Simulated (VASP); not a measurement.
Level of theory: PBE GGA + U (Dudarev), VASP's PBE PAW potentials (set 64) (plane waves; VASP).

Input for VASP

### INCAR
```
GGA=PE
LDAUTYPE=2
ALGO=Normal
LDAU=.True.
LDAUJ=0 0
LREAL=.False.   ! projection in real space or not
SIGMA=0.1
ENCUT=400
LDAUL=-1 2
SYSTEM=Ni3Si
LDAUU=0 1.0
LWAVE=.False.
LORBIT=10
LDAUPRINT=1
PREC=Accurate
LASPH=.True.
ISMEAR=1
NELM=100   ! most electronic steps
LCHARG=.False.
EDIFF=1E-6   ! SCF stop (eV)
LMAXMIX=4   ! l cut-off of mixed one-centre charges
ISIF=2   ! forces and stress, cell fixed
```

POSCAR:
```
Ni3Si
1
    3.5100000000     0.0000000000     0.0000000000
    0.0000000000     3.5100000000     0.0000000000
    0.0000000000     0.0000000000     3.5100000000
Si Ni
1 3
Direct
  0.0000000000   0.0000000000   0.0000000000
  0.0000000000   0.5000000000   0.5000000000
  0.5000000000   0.0000000000   0.5000000000
  0.5000000000   0.5000000000   0.0000000000
```

File KPOINTS:
```
Automatic mesh
0
Gamma
8 8 8
0 0 0
```

POTCAR, in this order: Si Ni (PBE.64 set). Program: vasp_std.

Output of the run:

**OSZICAR**
```
       N       E                     dE             d eps       ncg     rms          rms(c)
DAV:   1     0.179934299529E+03    0.17993E+03   -0.13519E+04  1470   0.179E+03
DAV:   2    -0.155902753512E+02   -0.19552E+03   -0.18825E+03  1470   0.340E+02
DAV:   3    -0.247699374179E+02   -0.91797E+01   -0.88726E+01  1626   0.100E+02
DAV:   4    -0.249732207494E+02   -0.20328E+00   -0.20183E+00  1700   0.130E+01
DAV:   5    -0.249802154267E+02   -0.69947E-02   -0.69939E-02  1707   0.235E+00    0.187E+01
DAV:   6    -0.248760652551E+02    0.10415E+00   -0.48395E+01  1683   0.114E+02    0.158E+01
DAV:   7    -0.217931299484E+02    0.30829E+01   -0.14397E+01  1610   0.635E+01    0.403E+00
DAV:   8    -0.217507311545E+02    0.42399E-01   -0.61486E-01  1534   0.608E+00    0.134E+00
DAV:   9    -0.217372884284E+02    0.13443E-01   -0.27587E-02  1992   0.235E+00    0.564E-01
DAV:  10    -0.217352990287E+02    0.19894E-02   -0.29619E-03  1912   0.422E-01    0.225E-01
DAV:  11    -0.217350219583E+02    0.27707E-03   -0.69629E-04  2227   0.301E-01    0.538E-02
DAV:  12    -0.217350089879E+02    0.12970E-04   -0.10856E-04  1613   0.128E-01    0.140E-02
DAV:  13    -0.217350086668E+02    0.32110E-06   -0.73403E-06  1552   0.193E-02
   1 F= -.21735009E+02 E0= -.21735536E+02  d E =0.158078E-02
```

File OUTCAR:
```
------------------------ aborting loop because EDIFF is reached ----------------------------------------
  FORCE on cell =-STRESS in cart. coord.  units (eV):
  Direction    XX          YY          ZZ          XY          YZ          ZX
  --------------------------------------------------------------------------------------
  Total       -0.9424832     -0.9424832     -0.9424832     -0.0000000     -0.0000000      0.0000000
  in kB      -34.9190832    -34.9190832    -34.9190832     -0.0000000     -0.0000000      0.0000000
  external PRESSURE =     -34.9190832 kB  Pullay stress =       0.0000000 kB
  volume of cell :       43.24
      direct lattice vectors                 reciprocal lattice vectors
     3.510000000  0.000000000  0.000000000     0.284900285  0.000000000  0.000000000
     0.000000000  3.510000000  0.000000000     0.000000000  0.284900285  0.000000000
     0.000000000  0.000000000  3.510000000     0.000000000  0.000000000  0.284900285
 POSITION                                       TOTAL-FORCE (eV/Angst)
 -----------------------------------------------------------------------------------
      0.00000      0.00000      0.00000         0.000000      0.000000      0.000000
      0.00000      1.75500      1.75500         0.000000      0.000000      0.000000
      1.75500      0.00000      1.75500         0.000000      0.000000      0.000000
      1.75500      1.75500      0.00000         0.000000      0.000000      0.000000
 -----------------------------------------------------------------------------------
    total drift:                                0.000000     -0.000000     -0.000000
  FREE ENERGIE OF THE ION-ELECTRON SYSTEM (eV)
  ---------------------------------------------------
  free  energy   TOTEN  =       -21.7350086668 eV

  energy  without entropy=      -21.7365894443  energy(sigma->0) =      -21.73553559

 total charge

# of ion       s       p       d       tot
------------------------------------------
    1        0.732   0.812   0.000   1.544
    2        0.479   0.554   8.451   9.484
    3        0.479   0.554   8.451   9.484
    4        0.479   0.554   8.451   9.484
--------------------------------------------------
tot          2.168   2.474  25.354  29.995
```
(Selected blocks of OUTCAR.)

The compound is Ni3Si in the L1_2 structure. The cell was not relaxed at this level. The run is one of a series of settings (LDAU = .TRUE., LDAUJ = 0 0, LDAUL = -1 2, LDAUTYPE = 2, LDAUU = 0 1.0 against the base run), some of them coarse on purpose. The run is not spin-polarised, so no magnetic state was tried.
